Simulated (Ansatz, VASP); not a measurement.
## AlRu3: VASP beside Ansatz

One calculation is typed for both programs; each brings its own data sets. How far apart do they land? The cell is taken from a series of runs on this material, whose earlier steps may have relaxed, scaled, displaced or heated it; both programs get it as it stands.

Calculated with Ansatz 0.2.0; plane waves, with VASP 6.6.1 beside it; single point at PBE.

The structure was built from a prototype and need not be the compound's stable phase.

## Step 1: The structure

The structure is cubic, space group Fm-3m (No. 225). Conventional cell: a = 6.071 Å, b = 6.071 Å, c = 6.071 Å, α = 90.00°, β = 90.00°, γ = 90.00°. Nearest to Ru lie 4 Al at 2.63 Å and 4 Ru at 2.63 Å. Nearest to Ru lie 8 Ru at 2.63 Å. Nearest to Al lie 8 Ru at 2.63 Å. As first built, before any earlier steps moved the atoms (in the runner's words): all Fe replaced by Ru in the Fm-3m structure of AlFe3. Farther neighbours are not listed.

Structure file:

```xyz
4
Lattice="0.0000 3.0355 3.0355 3.0355 0.0000 3.0355 3.0355 3.0355 0.0000" Properties=species:S:1:pos:R:3 pbc="T T T"
Ru    4.5532    4.5532    4.5532
Ru    1.5177    1.5177    1.5177
Ru    3.0355    3.0355    3.0355
Al    0.0000    0.0000    0.0000
```

## Step 2: VASP: single point, PBE

With cell and atoms fixed, the geometry can't cause a difference; cores, projectors, grids and the points listed under the comparison can.

Lines of VASP's logs that name or quote its potential files are left out, and so is its time.

INCAR

```
SYSTEM = AlRu3
PREC = Accurate
ENCUT = 500
EDIFF = 1E-06
NELM = 120
ISMEAR = -1
SIGMA = 0.05
LREAL = .FALSE.
ALGO = Normal
GGA = PE
NBANDS = 28
LASPH = .TRUE.
LORBIT = 11
LWAVE = .FALSE.
LCHARG = .FALSE.
ISIF = 2
GGA_COMPAT = .FALSE.
```

POSCAR

```
AlRu3
1.0
    0.0000000000      3.0354968995      3.0354968995
    3.0354968995      0.0000000000      3.0354968995
    3.0354968995      3.0354968995      0.0000000000
Ru Al
3 1
Direct
    0.7500000000      0.7500000000      0.7500000000
    0.2500000000      0.2500000000      0.2500000000
    0.5000000000      0.5000000000      0.5000000000
    0.0000000000      0.0000000000      0.0000000000
```

KPOINTS

```
Automatic mesh
0
Gamma
6 6 6
0 0 0
```

The projector-augmented-wave data sets are Ru_pv and Al (PBE family, release 64).

Launch:

```sh
$ mpirun -np 1 vasp_std
```

Numbers of over 12 decimals in the logs are rounded to 6 here.

The program printed:

```text
[banner, memory and clock lines left out]
running    1 mpi-ranks, on    1 nodes
 distrk:  each k-point on    1 cores,    1 groups
 distr:  one band on    1 cores,    1 groups

 POSCAR found type information on POSCAR RuAl
 POSCAR found :  2 types and       4 ions
 LDA part: xc-table for (Slater+PW92), standard interpolation
 POSCAR, INCAR and KPOINTS ok, starting setup
 FFT: planning ... GRIDC
 FFT: planning ... GRID_SOFT
 FFT: planning ... GRID
 WAVECAR not read
 entering main loop
       N       E                     dE             d eps       ncg     rms          rms(c)
DAV:   1     0.477891113565E+03    0.47789E+03   -0.25972E+04   912   0.160E+03
DAV:   2    -0.183767317355E+02   -0.49627E+03   -0.48469E+03   940   0.496E+02
DAV:   3    -0.334300592505E+02   -0.15053E+02   -0.14463E+02   996   0.872E+01
DAV:   4    -0.337174258053E+02   -0.28737E+00   -0.28546E+00   996   0.105E+01
DAV:   5    -0.337238712567E+02   -0.64455E-02   -0.64449E-02  1060   0.159E+00    0.209E+01
DAV:   6    -0.316547381533E+02    0.20691E+01   -0.96805E+00   948   0.234E+01    0.473E+00
DAV:   7    -0.316208248922E+02    0.33913E-01   -0.36393E-01   936   0.642E+00    0.323E+00
DAV:   8    -0.315788783852E+02    0.41947E-01   -0.23942E-01   956   0.603E+00    0.223E+00
DAV:   9    -0.315560793553E+02    0.22799E-01   -0.53236E-02   928   0.205E+00    0.266E-01
DAV:  10    -0.315560121923E+02    0.67163E-04   -0.20230E-03   980   0.349E-01    0.121E-01
DAV:  11    -0.315560260131E+02   -0.13821E-04   -0.19595E-04  1068   0.131E-01    0.243E-02
DAV:  12    -0.315560232079E+02    0.28052E-05   -0.83417E-06  1000   0.276E-02    0.146E-02
DAV:  13    -0.315560213168E+02    0.18911E-05   -0.21254E-06   684   0.119E-02    0.883E-04
DAV:  14    -0.315560213824E+02   -0.65687E-07   -0.14119E-07   484   0.281E-03
   1 F= -.31556021E+02 E0= -.31534406E+02  d E =-.432311E-01
```

From OUTCAR (step 2):

```text
ion  position               nearest neighbor table
   1  0.750  0.750  0.750-   3 2.63   3 2.63   3 2.63   3 2.63   4 2.63   4 2.63   4 2.63   4 2.63
                             2 3.04   2 3.04   2 3.04   2 3.04   2 3.04   2 3.04
   2  0.250  0.250  0.250-   4 2.63   4 2.63   4 2.63   3 2.63   4 2.63   3 2.63   3 2.63   3 2.63
                             1 3.04   1 3.04   1 3.04   1 3.04   1 3.04   1 3.04
   3  0.500  0.500  0.500-   2 2.63   2 2.63   2 2.63   1 2.63   2 2.63   1 2.63   1 2.63   1 2.63
                             4 3.04   4 3.04   4 3.04   4 3.04   4 3.04   4 3.04
   4  0.000  0.000  0.000-   1 2.63   1 2.63   1 2.63   1 2.63   2 2.63   2 2.63   2 2.63   2 2.63
                             3 3.04   3 3.04   3 3.04   3 3.04   3 3.04   3 3.04

  LATTYP: Found a face centered cubic cell.
 ALAT       =     6.0709937990

 Subroutine GETGRP returns: Found 48 space group operations
 (whereof 48 operations were pure point group operations)

The static configuration has the point symmetry O_h .

 Found     16 irreducible k-points:

   k-points           NKPTS =     16   k-points in BZ     NKDIM =     16   number of bands    NBANDS=     28

   dimension x,y,z NGX =    32 NGY =   32 NGZ =   32
   dimension x,y,z NGXF=    64 NGYF=   64 NGZF=   64

   ENCUT  =  500.0 eV  36.75 Ry    6.06 a.u.   7.83  7.83  7.83*2*pi/ulx,y,z

   NELECT =      45.0000    total number of electrons

 k-points in reciprocal lattice and weights: Automatic mesh
   0.00000000  0.00000000  0.00000000       0.005
   0.16666667  0.00000000  0.00000000       0.037
   0.33333333  0.00000000  0.00000000       0.037
   0.50000000  0.00000000  0.00000000       0.019
   0.16666667  0.16666667  0.00000000       0.028
   0.33333333  0.16666667  0.00000000       0.111
   0.50000000  0.16666667  0.00000000       0.111
  -0.33333333  0.16666667  0.00000000       0.111
  -0.16666667  0.16666667  0.00000000       0.056
[...]
-0.33333333  0.33333333  0.16666667       0.111
  -0.33333333  0.50000000  0.16666667       0.056

 average (electrostatic) potential at core
       1 -68.2514       2 -68.2514       3 -68.4850       4 -68.3050

 E-fermi :  11.5862

 k-point     1 :       0.0000    0.0000    0.0000
  band No.  band energies     occupation
    ...
     17       8.3782      2.00000
     18       8.3782      2.00000
     19      11.4252      1.92315
     20      11.4252      1.92315
     21      11.4252      1.92315
     22      11.7318      0.10323
     23      11.7318      0.10323
     24      12.1910      0.00001
     25      12.1910      0.00001
     26      16.5235      0.00000
    ...

 k-point     2 :       0.1667    0.0000    0.0000
  band No.  band energies     occupation
    ...
     17       8.3724      2.00000
     18       8.4708      2.00000
     19      10.7277      2.00000
     20      10.9347      2.00000
     21      10.9347      2.00000
     22      11.6655      0.34028
     23      11.6655      0.34027
     24      12.2547      0.00000
     25      12.2547      0.00000
     26      16.4735      0.00000
    ...

 k-point     3 :       0.3333    0.0000    0.0000
  band No.  band energies     occupation
    ...
     19      10.0449      2.00000
     20      10.0449      2.00000
     21      10.1784      2.00000
     22      11.6028      0.83565
     23      11.6028      0.83564
     24      12.0752      0.00011
     25      12.0752      0.00011
     26      13.7336      0.00000
     27      17.1721      0.00000
     28      18.0347      0.00000

  Total       -0.0136350     -0.0136350     -0.0136350     -0.0000000      0.0000000     -0.0000000
  in kB       -0.3905236     -0.3905236     -0.3905236     -0.0000000      0.0000000     -0.0000000
  external PRESSURE =      -0.3905236 kB  Pullay stress =       0.0000000 kB

  energy-cutoff  :      500.00
  volume of cell :       55.94
      direct lattice vectors                 reciprocal lattice vectors
     0.000000000  3.035496900  3.035496900    -0.164717678  0.164717678  0.164717678
     3.035496900  0.000000000  3.035496900     0.164717678 -0.164717678  0.164717678
     3.035496900  3.035496900  0.000000000     0.164717678  0.164717678 -0.164717678

 POSITION                                       TOTAL-FORCE (eV/Angst)
 -----------------------------------------------------------------------------------
      4.55325      4.55325      4.55325        -0.000000     -0.000000     -0.000000
      1.51775      1.51775      1.51775        -0.000000     -0.000000      0.000000
      3.03550      3.03550      3.03550         0.000000      0.000000      0.000000
      0.00000      0.00000      0.00000         0.000000      0.000000      0.000000
 -----------------------------------------------------------------------------------
    total drift:                               -0.000000      0.000000      0.000000

  FREE ENERGIE OF THE ION-ELECTRON SYSTEM (eV)
  ---------------------------------------------------
  free  energy   TOTEN  =       -31.5560213824 eV

  energy  without entropy=      -31.5127903026  energy(sigma->0) =      -31.53440584

 total charge
# of ion       s       p       d       tot
------------------------------------------
    1        0.351   6.264   6.038  12.652
    2        0.351   6.264   6.038  12.652
    3        0.388   6.292   5.920  12.600
    4        0.407   0.387   0.000   0.794
--------------------------------------------------
tot          1.497  19.206  17.995  38.699

[... 3 further parts left out ...]
```

The run ends at a pressure of -0.04 GPa.

## Step 3: Ansatz: single point, PBE

Ansatz runs on its default PAW (the set named soft_2) files.

The same cell, functional, mesh and smearing now go to Ansatz, which takes its cutoff from its data sets.

input.yaml

```yaml
crystal:
  lattice:
    - [0.0, 3.0354968995, 3.0354968995]
    - [3.0354968995, 0.0, 3.0354968995]
    - [3.0354968995, 3.0354968995, 0.0]
  atoms:
    - { symbol: Ru, position: [0.75, 0.75, 0.75] }
    - { symbol: Ru, position: [0.25, 0.25, 0.25] }
    - { symbol: Ru, position: [0.5, 0.5, 0.5] }
    - { symbol: Al, position: [0.0, 0.0, 0.0] }
kpoints:
  mp_grid: { grid: [6, 6, 6] }
  band_path:
    path:
      - [[0.0, 0.0, 0.0], [0.5, 0.0, 0.5], [0.5, 0.25, 0.75], [0.375, 0.375, 0.75], [0.0, 0.0, 0.0], [0.5, 0.5, 0.5], [0.625, 0.25, 0.625], [0.5, 0.25, 0.75], [0.5, 0.5, 0.5], [0.375, 0.375, 0.75]]
      - [[0.625, 0.25, 0.625], [0.5, 0.0, 0.5]]
    npoints: 7
scf:
  occupations: { method: fermi_dirac, width: 0.05 }
  n_extra_bands: 8
hamiltonian:
  xc: pbe
  pseudopotentials: { kind: paw }
output:
  forces: true
  stress: true
  populations: true
  write_bands: true
  write_density: true
  write_potential: true
  elf: true
  volumetric_format: npy
```

Launch:

```sh
$ ansatz run input.yaml --threads 2 --pin off --max-ram 5120MiB --backend cpu --events-out ev --progress --plain --runs-dir out
```

The program printed:

```text
scf.n_extra_bands = 8 over 26 filled bands (N_el = 51.0): the run solves 34 bands
Engine: ansatz 0.2.0, aarch64-unknown-linux-gnu
Pseudopotentials: kind: paw
Pseudopotential: Ru, paw, valence charge 16, recommended cutoff 420 eV (normal), Ru.paw.azcp
Pseudopotential: Al, paw, valence charge 3, recommended cutoff 420 eV (normal), Al.paw.azcp
Functional definition: PBE
  parameter kappa = 0.804
  parameter beta = 0.066725
  exchange = pbe_x(kappa = kappa, mu = beta*pi^2/3)
  correlation = pbe_c(beta = beta)
Crystal: 4 atoms, lattice volume = 55.940 Å³
Basis set: ecut = 420 eV, 1067 PW (Γ), exchange–correlation on 60×60×60 points (8 copies of the dense FFT grid, shifted against one another)
Bands: 34, of which v1, the nominal top of the filled ones, is band 26 counted from 1 (25 counted from 0)
Symmetry: 48 space group operations
Space group: Fm-3m (ITA 225), of the structure as read, at distance tolerance 3.8e-5 Å
k-points: 16 of 216
Non-local potential: Ru, projectors of the file, l = 0: 3, l = 1: 2, l = 2: 2, l = 3: 1
Non-local potential: Al, projectors of the file, l = 0: 2, l = 1: 2, l = 2: 1
PAW form: soft (Blöchl's): semilocal exchange-correlation on the pseudo side does not see the compensation charge
PAW one-centre angular grid: Ru, 590 points (default); XC on 64 Gauss nodes
PAW one-centre angular grid: Al, 110 points (default); XC on 64 Gauss nodes
Initial density: superposition of atomic densities (neutral atoms: chi_scale 0, normalization atom), corrected by the library's trained network
Initial wavefunctions: pseudopotential atomic-orbital guess
Functional: x = pbe(κ = 0.804, μ = 0.219515), c = pbe(β = 0.066725)
SCF iter   1: F=—  HF=-18173.670018 eV  |F-HF|=—  |Δ(HF+E_count)|=         —  Δρ=6.97e-3  dr2=1.57e-2  ethr=1.77e-3  ⟨swp⟩=5.3  Hψ=1958  notcnv=0  defer=9
preconditioner: auto → Kerker (q_TF=auto, 2.687 Å⁻¹)  [metal: Δε(μ)=0.029 eV  Ē_g=7.138 eV  σ=0.050 eV  W_gap=0.14  n_scr=14 (ndim 8)  ℏωp=25.8 eV  f_vac=0.000  D(μ)=5.36/eV (n_scr^D=64)]
SCF iter   2: F=—  HF=-18173.671108 eV  |F-HF|=—  |Δ(HF+E_count)|=   1.09e-3  Δρ=3.57e-3  dr2=3.87e-3  ethr=3.08e-5  ⟨swp⟩=2.2  Hψ=995  notcnv=0  defer=17
SCF iter   3: F=—  HF=-18173.670951 eV  |F-HF|=—  |Δ(HF+E_count)|=   1.57e-4  Δρ=3.08e-4  dr2=3.77e-5  ethr=7.59e-6  ⟨swp⟩=1.5  Hψ=586  notcnv=0  defer=17
SCF iter   4: F=—  HF=-18173.670976 eV  |F-HF|=—  |Δ(HF+E_count)|=   2.47e-5  Δρ=9.63e-5  dr2=7.38e-6  ethr=7.40e-8  ⟨swp⟩=2.1  Hψ=928  notcnv=0  defer=17
SCF iter   5: F=—  HF=-18173.670975 eV  |F-HF|=—  |Δ(HF+E_count)|=   1.37e-6  Δρ=3.09e-5  dr2=5.80e-7  ethr=1.45e-8  ⟨swp⟩=2.0  Hψ=695  notcnv=0  defer=17
SCF iter   6: F=-18173.670974 eV  HF=-18173.670974 eV  |F-HF|=2.06e-8  |Δ(HF+E_count)|=   1.83e-7  Δρ=6.74e-6  dr2=2.97e-8  ethr=1.96e-10  ⟨swp⟩=10.4  Hψ=3254  notcnv=0
SCF 1 converged in 6 iterations: F = -18173.670974 eV  dr2 = 2.97e-8
  greatest PAW one-centre occupation: 0.998 electrons in one spin orbital (limit 2), on the Ru atom at site 1 (counted from 0), in its partial waves of l = 0
NSCF: frozen V_eff on 72 k-points
SCF converged after 6 iterations
Free energy (F): -18173.670974 eV
Harris-Foulkes:  -18173.670974 eV  (|F-HF|=2.06e-8)
Internal energy: -18173.627748 eV  (E = F + TS)
E sigma→0 (E₀):  -18173.649361 eV
Entropy (-TS):   -0.043226 eV (-10.807 meV/atom)
Fermi energy:    19.359528 eV
--- Per-component energies (eV) ---
  E_band       = -308.366462
  E_kinetic    = 1568.140449
  E_local      = -4807.412045  (includes V_loc(G=0)·N_el)
  E_nonlocal   = 1042.255400
  E_hartree    = 1652.993593
  E_xc         = -611.633060
  E_vxc        = -746.883039  (∫ρ·V_xc dr)
  E_paw        = -10850.916124  (= ΣΔE_a)
  E_vpaw       = -670.451514  (= ΣTr[D̂ρ^β])
  E_aug_tail   = -0.000563  (compensation charges beyond the density's cutoff)
  E_ewald      = -6167.055399
  E_smearing   = -0.043226  (= −TS)
  E_closure    = -0.000000  (closes the sum)
  Σ components = -18173.670974   (vs F -18173.670974, Δ=0.00e0)
--- Forces (eV/Å), atoms counted from 1 ---
  atom   1  Ru     0.00000000     0.00000000     0.00000000
  atom   2  Ru    -0.00000000    -0.00000000     0.00000000
  atom   3  Ru     0.00000000    -0.00000000    -0.00000000
  atom   4  Al    -0.00000000     0.00000000     0.00000000
  max |Σ_I F_I| component: 1.39e-17 eV/Å
--- Stress (GPa, compression-positive) ---
        0.023653      -0.000000       0.000000
       -0.000000       0.023653       0.000000
        0.000000       0.000000       0.023653
  P = ⅓ Tr σ = 0.0237 GPa (0.237 kbar)
--- Band table (eV; the first three rows and the last of 16) ---
  k-point 0: bands = [... 22 lower, 19.1971, 19.1971, 19.5049, 19.5049, 19.9643, 19.9643, 24.2993, 25.4620, ... 4 higher]
  k-point 1: bands = [... 22 lower, 18.7064, 18.7064, 19.4385, 19.4385, 20.0283, 20.0283, 24.2465, 24.6598, ... 4 higher]
  k-point 2: bands = [... 22 lower, 17.8164, 17.9508, 19.3759, 19.3759, 19.8492, 19.8492, 21.5070, 24.9439, ... 4 higher]
  k-point 15: bands = [... 22 lower, 18.1772, 18.3741, 18.8006, 19.1947, 19.4646, 19.6746, 20.6060, 20.6437, ... 4 higher]
--- Löwdin populations: 4 sites ---
  site symbol       q [e]
     0     Ru     15.8948
     1     Ru     15.8948
     2     Ru     15.6660
     3     Al      3.2668
  spilling = 0.005444 (of n_electrons = 51.000000)
```

## Step 4: Differences

Known differences besides the potentials themselves: the data sets hold 51 valence electrons in Ansatz (on its default PAW (the set named soft_2) files) and 45 in VASP; the cutoff is 420 eV in Ansatz and 500 eV in VASP. Total energies have different zeros and are not compared.

Compared:

| quantity | Ansatz | VASP | difference |
| --- | --- | --- | --- |
| pressure (GPa) | 0.02 | -0.04 | +0.06 |

## Step 5: Results

```json
{
 "difference in pressure (single point, PBE)": "0.063 GPa"
}
```

In words: The difference in pressure is 0.063 GPa (single point, PBE), within the 1 GPa picked in this series as the mark of a large difference. The data sets hold unlike numbers of valence electrons (51 in Ansatz and 45 in VASP), so part of the differences comes from the potentials. How closely two codes agree says nothing of how well the functional describes the real material.

[Lines on the potential files, build, host, timing and source positions are cut from VASP's logs without a mark.]

[Logs are printed without paths, hosts, clocks, repeated set-up lines and the standing remarks that a program may print on its own settings, such as how far it seeks lower states.]

[Hosts, paths, dates, database ids (printed as entryN), source tags and the programs' standing remarks are cut or masked in the printed files.]
